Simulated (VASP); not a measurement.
# Cobalt: the relaxed cell at several levels of theory, part 2 of 3

Which functional gives which lattice for Cobalt? The starting structure is a measured crystal structure from the Crystallography Open Database. The first relaxation on each setting starts from this cell expanded by 3 % in volume.

VASP 6.6.1.

Results so far: PBEsol 10.32 Å³ an atom; LDA 9.97 Å³ an atom.

### 4. Relaxation with PBE

Level of this step: PBE, spin-polarised from a ferromagnetic start; plane waves and PAW (Co) (VASP).

PBE, the usual starting point, adds the gradient of the density. This run starts from the cell of an earlier relaxation, which isn't shown; the restart sets up the plane waves anew.

INCAR

```
SYSTEM = Co
PREC = Accurate
ENCUT = 450
EDIFF = 1E-06
NELM = 100
ISMEAR = 1
SIGMA = 0.15
LREAL = .FALSE.
ALGO = Normal
GGA = PE
NBANDS = 19
ISPIN = 2
MAGMOM = 2 2
LASPH = .TRUE.
LMAXMIX = 4
LORBIT = 11
LWAVE = .FALSE.
LCHARG = .FALSE.
KPAR = 8
IBRION = 2
NSW = 50
ISIF = 3
EDIFFG = -0.006
```

POSCAR

```
Co
1.0
    2.4904872041      0.0000000000      0.0000000000
   -1.2452436020      2.1568251866      0.0000000000
    0.0000000000      0.0000000000      4.0240520366
Co
2
Direct
    0.6666666667      0.3333333333      0.7500000000
    0.3333333333      0.6666666667      0.2500000000
```

KPOINTS

```
Automatic mesh
0
Gamma
21 21 12
0 0 0
```

Potentials, in the order of the species: Co (PBE family, release 64).

Started as:

```sh
> mpirun -np 8 vasp_std
```

What it wrote:

```text
[banner, memory and clock lines left out]
running    8 mpi-ranks, on    1 nodes
[...]
[... a notice as in an earlier step ...]

 LDA part: xc-table for (Slater+PW92), standard interpolation
 POSCAR, INCAR and KPOINTS ok, starting setup
[...]
entering main loop
       N       E                     dE             d eps       ncg     rms          rms(c)
DAV:   1     0.777037336673E+02    0.77704E+02   -0.76134E+03 26766   0.118E+03
DAV:   2    -0.125097206771E+02   -0.90213E+02   -0.81422E+02 25818   0.209E+02
DAV:   3    -0.160785027220E+02   -0.35688E+01   -0.34437E+01 28358   0.524E+01
DAV:   4    -0.161336913594E+02   -0.55189E-01   -0.55154E-01 32190   0.557E+00
[...]
DAV:  10    -0.140695836671E+02    0.52885E-03   -0.58790E-04 33278   0.284E-01    0.111E-01
DAV:  11    -0.140695729399E+02    0.10727E-04   -0.72463E-05 37321   0.136E-01    0.293E-02
DAV:  12    -0.140695732560E+02   -0.31613E-06   -0.95277E-06 27186   0.322E-02
   1 F= -.14069573E+02 E0= -.14069425E+02  d E =-.140696E+02  mag=     3.1934
[...]
reached required accuracy - stopping structural energy minimisation
```

It took 17 s on 8 MPI ranks of Intel Xeon 6975P-C (Granite Rapids), shared host; peak memory 2 GiB.

OUTCAR, selected parts (step 4):

```text
  Total        0.0005609      0.0005609     -0.0031956      0.0000000     -0.0000000      0.0000000
  in kB        0.0415751      0.0415751     -0.2368654      0.0000000     -0.0000000      0.0000000
  external PRESSURE =      -0.0512384 kB  Pullay stress =       0.0000000 kB

 POSITION                                       TOTAL-FORCE (eV/Angst)
 -----------------------------------------------------------------------------------
      1.24524      0.71894      3.01804        -0.000000      0.000000      0.000000
     -0.00000      1.43788      1.00601         0.000000      0.000000      0.000000
 -----------------------------------------------------------------------------------
    total drift:                                0.000000     -0.000000     -0.000000

  FREE ENERGIE OF THE ION-ELECTRON SYSTEM (eV)
  ---------------------------------------------------
  free  energy   TOTEN  =       -14.0695732560 eV

  energy  without entropy=      -14.0691291427  energy(sigma->0) =      -14.06942522

 magnetization (x)
# of ion       s       p       d       tot
------------------------------------------
    1       -0.015  -0.055   1.687   1.617
    2       -0.015  -0.055   1.687   1.617
--------------------------------------------------
tot         -0.030  -0.110   3.374   3.234

[... 2 parts as in an earlier step ...]

[... 2 further parts left out ...]
[key lines of the parts left out:]
E-fermi :  10.3013
```

With PBE the relaxed cell holds 10.808 Å³ an atom, -2.46 % against the measured cell, with a = 2.490 Å and c = 4.024 Å. That is +4.77 % from PBEsol. Pressures at 0.985 and 1.015 times this volume, from two more relaxations that aren't shown, give a bulk modulus of 209.6 GPa.

### 5. Relaxation with PBEsol + D3(BJ)

D3 with Becke-Johnson damping keeps a finite attraction at short range. This run starts from the cell of an earlier relaxation, which isn't shown; the restart sets up the plane waves anew.

INCAR: that of step 4 with these lines changed.

```diff
@@ -9,3 +9,4 @@
 ALGO = Normal
-GGA = PE
+GGA = PS
+IVDW = 12
 NBANDS = 19
```

POSCAR

```
Co
1.0
    2.4326416544      0.0000000000      0.0000000000
   -1.2163208272      2.1067294710      0.0000000000
    0.0000000000      0.0000000000      3.9291268637
Co
2
Direct
    0.6666666667      0.3333333333      0.7500000000
    0.3333333333      0.6666666667      0.2500000000
```

KPOINTS is that of step 4.

Started as:

```sh
> mpirun -np 8 vasp_std
```

What it wrote:

```text
[banner, memory and clock lines left out]
running    8 mpi-ranks, on    1 nodes
[...]
[... a notice as in an earlier step ...]

 [... a notice as in an earlier step ...]

 LDA part: xc-table for (Slater+PW92), standard interpolation
 POSCAR, INCAR and KPOINTS ok, starting setup
[...]
entering main loop
       N       E                     dE             d eps       ncg     rms          rms(c)
DAV:   1     0.744799277889E+02    0.74480E+02   -0.75818E+03 27168   0.119E+03
DAV:   2    -0.142637762633E+02   -0.88744E+02   -0.80035E+02 25833   0.210E+02
DAV:   3    -0.178220458365E+02   -0.35583E+01   -0.34346E+01 28126   0.524E+01
DAV:   4    -0.178771646011E+02   -0.55119E-01   -0.55085E-01 32310   0.562E+00
[...]
DAV:  11    -0.154633720744E+02    0.83221E-05   -0.23932E-05 31923   0.445E-02    0.297E-02
DAV:  12    -0.154633681607E+02    0.39137E-05   -0.27001E-06 28255   0.155E-02    0.162E-02
DAV:  13    -0.154633689790E+02   -0.81831E-06   -0.19552E-06 23253   0.170E-02
[...]
DAV:   4    -0.154616673218E+02    0.12596E-04   -0.52192E-06 29090   0.234E-02    0.235E-02
DAV:   5    -0.154616567954E+02    0.10526E-04   -0.16880E-06 25205   0.181E-02    0.357E-03
DAV:   6    -0.154616567493E+02    0.46092E-07   -0.10045E-06 18520   0.942E-03
   2 F= -.16283698E+02 E0= -.16283917E+02  d E =0.193427E-04  mag=     3.0761
 trial-energy change:    0.000019  1 .order    0.000012   -0.000059    0.000084
 step:   0.3470(harm=  0.4147)  dis= 0.00000  next Energy=   -16.283728 (dE=-0.100E-04)
[...]
N       E                     dE             d eps       ncg     rms          rms(c)
DAV:   1    -0.154631706062E+02   -0.15138E-02   -0.30808E-03 28002   0.992E-01    0.159E-01
DAV:   2    -0.154628640662E+02    0.30654E-03   -0.98187E-04 28360   0.669E-01    0.938E-02
DAV:   3    -0.154628026325E+02    0.61434E-04   -0.11296E-04 27862   0.215E-01    0.434E-02
DAV:   4    -0.154627965137E+02    0.61188E-05   -0.22330E-06 27476   0.155E-02    0.155E-02
DAV:   5    -0.154627908054E+02    0.57083E-05   -0.72632E-07 16523   0.120E-02    0.232E-03
DAV:   6    -0.154627909638E+02   -0.15835E-06   -0.38928E-07 13265   0.602E-03
   3 F= -.16283727E+02 E0= -.16283939E+02  d E =-.887789E-05  mag=     3.0776
[...]
reached required accuracy - stopping structural energy minimisation
```

It took 32 s on 8 MPI ranks; peak memory 2 GiB; 3.3 min of CPU time.

OUTCAR, selected parts (step 5):

```text
 Edisp (eV)   -0.82204

 Edisp (eV)   -0.82094

  Total       0.00623     0.00623    -0.00063     0.00000     0.00000    -0.00000
  in kB       0.49574     0.49574    -0.05020     0.00000     0.00000    -0.00000
  external pressure =        0.31 kB  Pullay stress =        0.00 kB

 POSITION                                       TOTAL-FORCE (eV/Angst)
 -----------------------------------------------------------------------------------
      1.21607      0.70210      2.94599         0.000000     -0.000000      0.000000
     -0.00000      1.40419      0.98200        -0.000000      0.000000      0.000000
 -----------------------------------------------------------------------------------
    total drift:                               -0.000000      0.000000     -0.000000

  FREE ENERGIE OF THE ION-ELECTRON SYSTEM (eV)
  ---------------------------------------------------
  free  energy   TOTEN  =       -16.2837266799 eV

  energy  without entropy=      -16.2843631546  energy(sigma->0) =      -16.28393884

 magnetization (x)
# of ion       s       p       d       tot
------------------------------------------
    1       -0.016  -0.053   1.609   1.541
    2       -0.016  -0.053   1.609   1.541
--------------------------------------------------
tot         -0.032  -0.105   3.218   3.081

[... 2 parts as in an earlier step ...]

[... 2 further parts left out ...]
[key lines of the parts left out:]
E-fermi :  11.1659
```

With PBEsol + D3(BJ) the relaxed cell holds 10.061 Å³ an atom, -9.19 % against the measured cell, with a = 2.432 Å and c = 3.928 Å. That is -2.47 % from PBEsol. Pressures at 0.985 and 1.015 times this volume, from two more relaxations that aren't shown, give a bulk modulus of 267.9 GPa.

### 6. Relaxation with r2SCAN

r2SCAN adds the kinetic-energy density, costs more than a GGA and is run with LASPH. This run starts from the cell of an earlier relaxation, which isn't shown; the restart sets up the plane waves anew.

INCAR: that of step 5 with these lines changed.

```diff
@@ -9,4 +9,4 @@
 ALGO = Normal
-GGA = PS
-IVDW = 12
+METAGGA = R2SCAN
+LASPH = .TRUE.
 NBANDS = 19
@@ -14,3 +14,2 @@
 MAGMOM = 2 2
-LASPH = .TRUE.
 LMAXMIX = 4
```

POSCAR

```
Co
1.0
    2.4696311531      0.0000000000      0.0000000000
   -1.2348155766      2.1387633166      0.0000000000
    0.0000000000      0.0000000000      4.0163716684
Co
2
Direct
    0.6666666667      0.3333333333      0.7500000000
    0.3333333333      0.6666666667      0.2500000000
```

KPOINTS is that of step 5.

Started as:

```sh
> mpirun -np 8 vasp_std
```

What it wrote:

```text
[banner, memory and clock lines left out]
running    8 mpi-ranks, on    1 nodes
[...]
[... a notice as in an earlier step ...]

 [... a notice as in an earlier step ...]

 LDA part: xc-table for (None), standard interpolation
 POSCAR, INCAR and KPOINTS ok, starting setup
[...]
entering main loop
       N       E                     dE             d eps       ncg     rms          rms(c)
DAV:   1     0.656969716303E+02    0.65697E+02   -0.78523E+03 26736   0.122E+03
DAV:   2    -0.273776541005E+02   -0.93075E+02   -0.84047E+02 25848   0.217E+02
DAV:   3    -0.313534459144E+02   -0.39758E+01   -0.38584E+01 28272   0.565E+01
DAV:   4    -0.314197944592E+02   -0.66349E-01   -0.66308E-01 33505   0.610E+00
[...]
DAV:  14    -0.264137127280E+02   -0.23101E-05   -0.32615E-06 27360   0.204E-02    0.398E-03
DAV:  15    -0.264137116596E+02    0.10684E-05   -0.18224E-07 14399   0.378E-03    0.117E-03
DAV:  16    -0.264137115430E+02    0.11654E-06   -0.82331E-08 13695   0.322E-03
[...]
DAV:   5    -0.264137053924E+02    0.39148E-05   -0.12783E-06 15797   0.140E-02    0.432E-03
DAV:   6    -0.264137042540E+02    0.11383E-05   -0.44203E-07 13584   0.522E-03    0.194E-03
DAV:   7    -0.264137044527E+02   -0.19864E-06   -0.54836E-08 13140   0.258E-03
   2 F= -.26413704E+02 E0= -.26413751E+02  d E =0.709037E-05  mag=     3.4597
 trial-energy change:    0.000007  1 .order    0.000006   -0.000023    0.000035
 step:   0.3928(harm=  0.3928)  dis= 0.00000  next Energy=   -26.413716 (dE=-0.450E-05)
[...]
N       E                     dE             d eps       ncg     rms          rms(c)
DAV:   1    -0.264138446921E+02   -0.14044E-03   -0.10266E-03 28221   0.582E-01    0.931E-02
DAV:   2    -0.264137291982E+02    0.11549E-03   -0.32164E-04 29169   0.393E-01    0.685E-02
DAV:   3    -0.264137165710E+02    0.12627E-04   -0.30623E-05 30067   0.112E-01    0.269E-02
DAV:   4    -0.264137149282E+02    0.16428E-05   -0.15140E-06 21370   0.156E-02    0.873E-03
DAV:   5    -0.264137138790E+02    0.10492E-05   -0.50173E-07 13427   0.886E-03    0.259E-03
DAV:   6    -0.264137144613E+02   -0.58237E-06   -0.17719E-07 13068   0.330E-03
   3 F= -.26413714E+02 E0= -.26413764E+02  d E =-.291830E-05  mag=     3.4604
[...]
reached required accuracy - stopping structural energy minimisation
```

Run time: 2.7 min. Hardware: 8 MPI ranks; peak memory 2 GiB.

Parts of OUTCAR (step 6):

```text
  Total       -0.0018894     -0.0018894     -0.0012836      0.0000000      0.0000000      0.0000000
  in kB       -0.1427649     -0.1427649     -0.0969911      0.0000000      0.0000000      0.0000000
  external PRESSURE =      -0.1275070 kB  Pullay stress =       0.0000000 kB

 POSITION                                       TOTAL-FORCE (eV/Angst)
 -----------------------------------------------------------------------------------
      1.23460      0.71279      3.01183         0.000000     -0.000000      0.000000
     -0.00000      1.42559      1.00394        -0.000000      0.000000     -0.000000
 -----------------------------------------------------------------------------------
    total drift:                                0.000000     -0.000000     -0.000000

  FREE ENERGIE OF THE ION-ELECTRON SYSTEM (eV)
  ---------------------------------------------------
  free  energy   TOTEN  =       -26.4137144613 eV

  energy  without entropy=      -26.4138637681  energy(sigma->0) =      -26.41376423

 magnetization (x)
# of ion       s       p       d       tot
------------------------------------------
    1       -0.013  -0.086   1.889   1.790
    2       -0.013  -0.086   1.889   1.790
--------------------------------------------------
tot         -0.026  -0.172   3.778   3.580

[... 2 parts as in an earlier step ...]

[... 2 further parts left out ...]
[key lines of the parts left out:]
E-fermi :  10.6577
```

With r2SCAN the relaxed cell holds 10.602 Å³ an atom, -4.31 % against the measured cell, with a = 2.469 Å and c = 4.016 Å. That is +2.77 % from PBEsol. Pressures at 0.985 and 1.015 times this volume, from two more relaxations that aren't shown, give a bulk modulus of 233.6 GPa.

### 7. Relaxation with r2SCAN + rVV10

rVV10 adds a nonlocal correlation energy for dispersion. This run starts from the cell of an earlier relaxation, which isn't shown; the restart sets up the plane waves anew.

INCAR: that of step 6 with these lines changed.

```diff
@@ -10,2 +10,6 @@
 METAGGA = R2SCAN
+LUSE_VDW = .TRUE.
+IVDW_NL = 2
+BPARAM = 11.95
+CPARAM = 0.0093
 LASPH = .TRUE.
```

POSCAR

```
Co
1.0
    2.4629991541      0.0000000000      0.0000000000
   -1.2314995771      2.1330198370      0.0000000000
    0.0000000000      0.0000000000      4.0050243056
Co
2
Direct
    0.6666666667      0.3333333333      0.7500000000
    0.3333333333      0.6666666667      0.2500000000
```

KPOINTS is that of step 6.

Started as:

```sh
> mpirun -np 8 vasp_std
```

What it wrote:

```text
[banner, memory and clock lines left out]
running    8 mpi-ranks, on    1 nodes
[...]
[... a notice as in an earlier step ...]

|                                                                             |
|               ----> ADVICE to this user running VASP <----                  |
|                                                                             |
|     You have switched on vdW-DFT.                                           |
|     This routine was written and supplied by Jiri Klimes. We recommend      |
|     that you carefully read and cite the following publications:            |
|       J. Klimes, D.R. Bowler, A. Michelides                                 |
|          J. Phys.: Cond Matt. 22 022201 (2010)                              |
|       J. Klimes, D.R. Bowler, A. Michelides                                 |
|          Phys. Rev. B. 83, 195131 (2011)                                    |
|     and references therein.                                                 |
[...]
Total rVV10 correction in eV:      0.3927635    21.1181590
Total rVV10 correction in eV:      0.3927635    21.1181590
Total rVV10 correction in eV:      0.3927635    21.1181590
DAV:   6    -0.260193828373E+02   -0.74251E-06   -0.21474E-07 13056   0.373E-03
Total rVV10 correction in eV:      0.3927592    21.1181590
Total rVV10 correction in eV:      0.3927592    21.1181590
Total rVV10 correction in eV:      0.3927592    21.1181590
Total rVV10 correction in eV:      0.3927592    21.1181590
Total rVV10 correction in eV:      0.3927592    21.1181590
Total rVV10 correction in eV:      0.3927592    21.1181590
Total rVV10 correction in eV:      0.3927592    21.1181590
Total rVV10 correction in eV:      0.3927592    21.1181590
Total rVV10 correction in eV:      0.3927615    21.1181590
Total rVV10 correction in eV:      0.3927615    21.1181590
Total rVV10 correction in eV:      0.3927615    21.1181590
Total rVV10 correction in eV:      0.3927615    21.1181590
Total rVV10 correction in eV:      0.3927615    21.1181590
Total rVV10 correction in eV:      0.3927615    21.1181590
Total rVV10 correction in eV:      0.3927615    21.1181590
Total rVV10 correction in eV:      0.3927615    21.1181590
   3 F= -.26019383E+02 E0= -.26019399E+02  d E =-.456203E-05  mag=     3.4549
[...]
reached required accuracy - stopping structural energy minimisation
```

Elapsed: 2.2 min, on 8 MPI ranks; peak memory 2.5 GiB.

Parts of OUTCAR (step 7):

```text
  Total        0.0001301      0.0001301     -0.0052932     -0.0000000      0.0000000     -0.0000000
  in kB        0.0099126      0.0099126     -0.4032889     -0.0000000      0.0000000     -0.0000000
  external PRESSURE =      -0.1278213 kB  Pullay stress =       0.0000000 kB

 POSITION                                       TOTAL-FORCE (eV/Angst)
 -----------------------------------------------------------------------------------
      1.23129      0.71088      3.00307        -0.000000      0.000000      0.000000
     -0.00000      1.42177      1.00102         0.000000     -0.000000      0.000000
 -----------------------------------------------------------------------------------
    total drift:                               -0.000000      0.000000     -0.000000

  FREE ENERGIE OF THE ION-ELECTRON SYSTEM (eV)
  ---------------------------------------------------
  free  energy   TOTEN  =       -26.0193828373 eV

  energy  without entropy=      -26.0194322669  energy(sigma->0) =      -26.01939931

 magnetization (x)
# of ion       s       p       d       tot
------------------------------------------
    1       -0.013  -0.087   1.885   1.785
    2       -0.013  -0.087   1.885   1.785
--------------------------------------------------
tot         -0.026  -0.173   3.769   3.570

[... 2 parts as in an earlier step ...]

[... 2 further parts left out ...]
[key lines of the parts left out:]
E-fermi :  10.7614
```

With r2SCAN + rVV10 the relaxed cell holds 10.514 Å³ an atom, -5.10 % against the measured cell, with a = 2.463 Å and c = 4.004 Å. That is +1.93 % from PBEsol. Pressures at 0.985 and 1.015 times this volume, from two more relaxations that aren't shown, give a bulk modulus of 239.9 GPa.

[end of part 2 of 3]

[Lines on the potential files, build, host, timing and source positions are cut from VASP's logs without a mark.]

[Logs are printed without paths, hosts, clocks, repeated set-up lines and the standing remarks that a program may print on its own settings, such as how far it seeks lower states.]

[Hosts, paths, dates, database ids (printed as entryN), source tags and the programs' standing remarks are cut or masked in the printed files.]
